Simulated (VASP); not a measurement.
A convergence study with VASP on Co (hcp): a few settings are varied, all else stays as given below, so the limit is that of these other settings.

```xyz
2
Lattice="1.2550 -2.1737 0.0000 1.2550 2.1737 0.0000 0.0000 0.0000 4.0700" Properties=species:S:1:pos:R:3 pbc="T T T"
Co     1.2550     0.7246     1.0175
Co     1.2550    -0.7246     3.0525
```
Starting moments (μB, in the order of the record's atoms Co Co): 1.8 1.8.

Computed with PBE GGA, VASP's PBE PAW potentials (set 64) (plane waves; VASP). The last row used: 550 eV cut-off, 25×25×13 Γ-centred mesh, second-order Methfessel-Paxton smearing of 0.40 eV, potentials Co.

| setting | E (eV/atom) | pressure (GPa) | moment (μB) | irreducible k-points |
|---|---|---|---|---|
| ISMEAR = -1, SIGMA = 0.01, 9×9×5 mesh | -7.0269 | -6.09 | 3.115 | 36 |
| ISMEAR = -1, SIGMA = 0.1, 9×9×5 mesh | -7.0281 | -5.77 | 3.122 | 36 |
| ISMEAR = 0, SIGMA = 0.01, 9×9×5 mesh | -7.0269 | -6.10 | 3.116 | 36 |
| ISMEAR = 0, SIGMA = 0.1, 9×9×5 mesh | -7.0270 | -6.17 | 3.098 | 36 |
| ISMEAR = 1, SIGMA = 0.01, 9×9×5 mesh | -7.0269 | -6.10 | 3.116 | 36 |
| ISMEAR = 1, SIGMA = 0.2, 9×9×5 mesh | -7.0274 | -6.28 | 3.088 | 36 |
| ISMEAR = 2, SIGMA = 0.05, 9×9×5 mesh | -7.0269 | -6.06 | 3.119 | 36 |
| ISMEAR = 2, SIGMA = 0.2, 9×9×5 mesh | -7.0270 | -6.29 | 3.087 | 36 |
| ISMEAR = -1, SIGMA = 0.01, 19×19×10 mesh | -7.0306 | -5.05 | 3.255 | 240 |
| ISMEAR = -1, SIGMA = 0.2, 19×19×10 mesh | -7.0208 | -4.31 | 3.158 | 240 |
| ISMEAR = 0, SIGMA = 0.01, 19×19×10 mesh | -7.0306 | -5.07 | 3.254 | 240 |
| ISMEAR = 0, SIGMA = 0.2, 19×19×10 mesh | -7.0302 | -4.96 | 3.247 | 240 |
| ISMEAR = 1, SIGMA = 0.01, 19×19×10 mesh | -7.0306 | -5.08 | 3.253 | 240 |
| ISMEAR = 1, SIGMA = 0.4, 19×19×10 mesh | -7.0322 | -5.06 | 3.277 | 240 |
| ISMEAR = 2, SIGMA = 0.05, 19×19×10 mesh | -7.0306 | -5.06 | 3.255 | 240 |
| ISMEAR = 2, SIGMA = 0.4, 19×19×10 mesh | -7.0306 | -5.19 | 3.239 | 240 |
| ISMEAR = -1, SIGMA = 0.05, 25×25×13 mesh | -7.0304 | -5.26 | 3.224 | 455 |
| ISMEAR = -1, SIGMA = 0.2, 25×25×13 mesh | -7.0207 | -4.32 | 3.156 | 455 |
| ISMEAR = 0, SIGMA = 0.05, 25×25×13 mesh | -7.0306 | -5.41 | 3.213 | 455 |
| ISMEAR = 0, SIGMA = 0.2, 25×25×13 mesh | -7.0304 | -5.09 | 3.232 | 455 |
| ISMEAR = 1, SIGMA = 0.05, 25×25×13 mesh | -7.0306 | -5.45 | 3.208 | 455 |
| ISMEAR = 1, SIGMA = 0.4, 25×25×13 mesh | -7.0323 | -5.12 | 3.270 | 455 |
| ISMEAR = 2, SIGMA = 0.1, 25×25×13 mesh | -7.0306 | -5.44 | 3.211 | 455 |
| ISMEAR = 2, SIGMA = 0.4, 25×25×13 mesh | -7.0308 | -5.30 | 3.226 | 455 |

Left out are rungs that failed or repeat a setting and relaxations that didn't move; long series are thinned to 24 rows.

The compound is Co in the hcp structure. The cell was not relaxed at this level. The spin order is the one that the start imposed; others were not tried in this run.
